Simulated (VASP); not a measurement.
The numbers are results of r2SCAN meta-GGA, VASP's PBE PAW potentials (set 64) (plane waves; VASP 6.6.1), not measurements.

VASP ran on this input.

### POSCAR
```
Sr(111) slab
1
    4.3091749575     0.0000000000     0.0000000000
   -2.1545879799     3.7318547719     0.0000000000
    0.0000000000     0.0000000000    25.5900518766
Sr
3
Direct
  0.3333330000   0.6666670000   0.3625080000
  0.0000000000   0.0000000000   0.5000000000
  0.6666670000   0.3333330000   0.6374920000
```

**INCAR**
```
! general
SYSTEM  = Sr(111) slab
PREC    = Normal
ENCUT   = 400
LREAL   = .FALSE.
LASPH   = .TRUE.

! electronic loop
EDIFF   = 1E-6
NELM    = 100
NELMIN  = 4
ALGO    = Normal
LMAXMIX = 4
LMIXTAU = .TRUE.

! smearing
ISMEAR  = 1
SIGMA   = 0.1

! functional
METAGGA = R2SCAN

! output
LWAVE   = .FALSE.
LCHARG  = .FALSE.
LORBIT  = 11
LVHAR   = .TRUE.

! other
LDIPOL  = .TRUE.
IDIPOL  = 3
DIPOL   = 0.5 0.5 0.5
```

### KPOINTS
```
Automatic mesh
0
Gamma
8 8 1
0 0 0
```

POTCAR, in this order: Sr_sv (PBE.64 set). Program: vasp_std. Read from the step before: WAVECAR.

Output of the run:

**OSZICAR**
```
       N       E                     dE             d eps       ncg     rms          rms(c)
DAV:   1    -0.445386154678E+02   -0.44539E+02   -0.45730E-01   425   0.583E+00    0.566E-01
DAV:   2    -0.445357333911E+02    0.28821E-02   -0.32433E-02   496   0.846E-01    0.436E-01
DAV:   3    -0.445361582592E+02   -0.42487E-03   -0.38630E-03   509   0.361E-01    0.341E-01
DAV:   4    -0.445313636703E+02    0.47946E-02   -0.62658E-03   469   0.491E-01    0.334E-01
DAV:   5    -0.445329770579E+02   -0.16134E-02   -0.14186E-03   417   0.267E-01    0.727E-02
DAV:   6    -0.445320722181E+02    0.90484E-03   -0.17352E-04   507   0.100E-01    0.885E-02
DAV:   7    -0.445326831455E+02   -0.61093E-03   -0.26964E-04   392   0.126E-01    0.475E-02
DAV:   8    -0.445335617372E+02   -0.87859E-03   -0.83388E-05   445   0.568E-02    0.324E-02
DAV:   9    -0.445334003243E+02    0.16141E-03   -0.61499E-06   404   0.135E-02    0.365E-02
DAV:  10    -0.445335925624E+02   -0.19224E-03   -0.56335E-06   330   0.148E-02    0.342E-02
DAV:  11    -0.445359109507E+02   -0.23184E-02   -0.82855E-04   397   0.185E-01    0.188E-02
DAV:  12    -0.445361149199E+02   -0.20397E-03   -0.51535E-05   560   0.268E-02    0.246E-02
DAV:  13    -0.445360546784E+02    0.60242E-04   -0.25137E-06   370   0.832E-03    0.261E-02
DAV:  14    -0.445360017179E+02    0.52961E-04   -0.82807E-07   326   0.757E-03    0.265E-02
DAV:  15    -0.445363255912E+02   -0.32387E-03   -0.23886E-05   418   0.285E-02    0.164E-02
DAV:  16    -0.445370259858E+02   -0.70039E-03   -0.16224E-04   426   0.695E-02    0.102E-02
DAV:  17    -0.445370743309E+02   -0.48345E-04   -0.92591E-06   496   0.152E-02    0.103E-02
DAV:  18    -0.445371640079E+02   -0.89677E-04   -0.46057E-06   352   0.143E-02    0.977E-03
DAV:  19    -0.445374328710E+02   -0.26886E-03   -0.45289E-05   425   0.378E-02    0.947E-03
DAV:  20    -0.445375477291E+02   -0.11486E-03   -0.14949E-05   429   0.256E-02    0.100E-02
DAV:  21    -0.445375733480E+02   -0.25619E-04   -0.28595E-06   428   0.119E-02    0.938E-03
DAV:  22    -0.445375713508E+02    0.19972E-05   -0.48625E-07   295   0.621E-03    0.592E-03
DAV:  23    -0.445376408557E+02   -0.69505E-04   -0.14711E-05   414   0.259E-02    0.254E-03
DAV:  24    -0.445376691137E+02   -0.28258E-04   -0.34464E-06   401   0.962E-03    0.268E-03
DAV:  25    -0.445376683845E+02    0.72923E-06   -0.31732E-07   282   0.474E-03
   1 F= -.44537668E+02 E0= -.44538852E+02  d E =0.355179E-02
```

**OUTCAR**
```
------------------------ aborting loop because EDIFF is reached ----------------------------------------
  FORCE on cell =-STRESS in cart. coord.  units (eV):
  Direction    XX          YY          ZZ          XY          YZ          ZX
  --------------------------------------------------------------------------------------
  Total        0.0741817      0.0741817     -0.5792997     -0.0000000      0.0000000      0.0000000
  in kB        0.2888133      0.2888132     -2.2554013     -0.0000000      0.0000000      0.0000000
  external PRESSURE =      -0.5592583 kB  Pullay stress =       0.0000000 kB
  volume of cell :      411.52
      direct lattice vectors                 reciprocal lattice vectors
     4.309174957  0.000000000  0.000000000     0.232062984  0.133981665  0.000000000
    -2.154587980  3.731854772  0.000000000     0.000000000  0.267963268  0.000000000
     0.000000000  0.000000000 25.590051877     0.000000000  0.000000000  0.039077686
 POSITION                                       TOTAL-FORCE (eV/Angst)
 -----------------------------------------------------------------------------------
     -0.00000      2.48790      9.27660         0.000000      0.000000      0.075515
      0.00000      0.00000     12.79503        -0.000000      0.000000      0.000000
      2.15459      1.24395     16.31345        -0.000000     -0.000000     -0.075515
 -----------------------------------------------------------------------------------
    total drift:                                0.000000      0.000000      0.000000
  FREE ENERGIE OF THE ION-ELECTRON SYSTEM (eV)
  ---------------------------------------------------
  free  energy   TOTEN  =       -44.5376683845 eV

  energy  without entropy=      -44.5412201740  energy(sigma->0) =      -44.53885231

 total charge

# of ion       s       p       d       tot
------------------------------------------
    1        2.061   5.795   0.101   7.957
    2        2.054   5.805   0.115   7.974
    3        2.061   5.795   0.101   7.957
--------------------------------------------------
tot          6.176  17.395   0.317  23.887
```
(Selected blocks of OUTCAR.)

The cell is a thin slab with vacuum, built from Sr (fcc): (111) face.
